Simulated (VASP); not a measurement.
VASP ran on this input.

**INCAR**
```
# general
SYSTEM =ZrB2
PREC   =Accurate
ENCUT  =520   # plane-wave cut-off (eV)
LREAL  =.False.   # projection in real space or not
LASPH  =.True.

# electronic loop
EDIFF  =1E-2   # SCF stop (eV)
NELM   =100
ALGO   =Normal   # blocked Davidson
LMAXMIX=4

# smearing
ISMEAR =1
SIGMA  =0.1

# functional
GGA    =PE   # PBE

# ions
ISIF   =2   # forces and stress, cell fixed

# output
LWAVE  =.False.
LCHARG =.False.
```

### POSCAR
```
ZrB2
1
    1.6167000000    -2.8002070000     0.0000000000
    1.6167000000     2.8002070000     0.0000000000
    0.0000000000     0.0000000000     3.6006000000
Zr B
1 2
Direct
  0.0000000000   0.0000000000   0.0000000000
  0.3333330000   0.6666670000   0.5000000000
  0.6666670000   0.3333330000   0.5000000000
```

**KPOINTS**
```
Automatic mesh
0
Gamma
10 10 8
0 0 0
```

POTCAR, in this order: Zr_sv B (PBE.64 set). Program: vasp_std.

Question: Write an equivalent input for Quantum ESPRESSO's pw.x.

Answer: One equivalent input (not run):
```
&CONTROL
  calculation = 'scf'
  pseudo_dir = './pseudo'
  outdir = './out'
  tprnfor = .true.
  tstress = .true.
/
&SYSTEM
  ibrav = 0
  nat = 3
  ntyp = 2
  ecutwfc = 76
  occupations = 'smearing'
  smearing = 'methfessel-paxton'
  degauss = 0.00735
  input_dft = 'pbe'
/
&ELECTRONS
  conv_thr = 0.00073
  electron_maxstep = 100
/
ATOMIC_SPECIES
  Zr 91.224 Zr.upf
  B 10.810 B.upf
CELL_PARAMETERS angstrom
     1.6167000   -2.8002070    0.0000000
     1.6167000    2.8002070    0.0000000
     0.0000000    0.0000000    3.6006000
ATOMIC_POSITIONS crystal
  Zr   0.0000000  0.0000000  0.0000000
  B    0.3333330  0.6666670  0.5000000
  B    0.6666670  0.3333330  0.5000000
K_POINTS automatic
  10 10 8 0 0 0
```
The two are equivalent in intent, not identical: the potentials are each code's own (VASP's PAW set, PseudoDojo norm-conserving files in pw.x), so ENCUT and ecutwfc are chosen apart and not converted; conv_thr bounds pw.x's estimated SCF error, while EDIFF bounds the energy change between steps.

The compound is ZrB2 in the AlB2 type structure. The cell was not relaxed at this level. The run is one of a series of settings (EDIFF = 1E-2 against the base run), some of them coarse on purpose.
